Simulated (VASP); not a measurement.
Here is the system:

```yaml
crystal:
  lattice:
    - [0.00000, 3.00571, 3.00571]
    - [3.00571, 0.00000, 3.00571]
    - [3.00571, 3.00571, 0.00000]
  atoms:
    - { symbol: Cd, position: [0.00000, 0.00000, 0.00000] }
    - { symbol: Se, position: [0.25000, 0.25000, 0.25000] }
```

These are LDA (Ceperley-Alder, Perdew-Zunger) with spin-orbit coupling, VASP's LDA PAW potentials (set 64) (plane waves; VASP 6.6.1) values and carry that method's errors. Run with 400 eV cut-off, 7×7×7 Γ-centred mesh, Gaussian smearing of 0.050 eV, potentials Cd Se.

Question: Give the energies of bands 13 to 22 at the high-symmetry points, in eV from the valence-band maximum.

Answer: 
| band | Γ | X | U | L | W |
|---|---|---|---|---|---|
| 13 | -0.37 | -4.45 | -4.46 | -4.82 | -4.43 |
| 14 | -0.37 | -4.45 | -4.34 | -4.82 | -4.30 |
| 15 | 0.00 | -2.20 | -2.91 | -1.06 | -2.66 |
| 16 | 0.00 | -2.20 | -2.84 | -1.06 | -2.53 |
| 17 | 0.00 | -2.08 | -1.77 | -0.82 | -2.51 |
| 18 | 0.00 | -2.08 | -1.77 | -0.82 | -2.48 |
| 19 | 0.31 | 2.75 | 3.40 | 2.11 | 4.81 |
| 20 | 0.31 | 2.75 | 3.40 | 2.11 | 4.92 |
| 21 | 5.39 | 3.52 | 4.92 | 6.11 | 4.99 |
| 22 | 5.39 | 3.52 | 5.03 | 6.11 | 5.04 |

The gap is direct, 0.31 eV, from the valence maximum at Γ to the conduction minimum at Γ.

The compound is CdSe in the zinc blende structure, whereas wurtzite is the usual form. It was relaxed first.
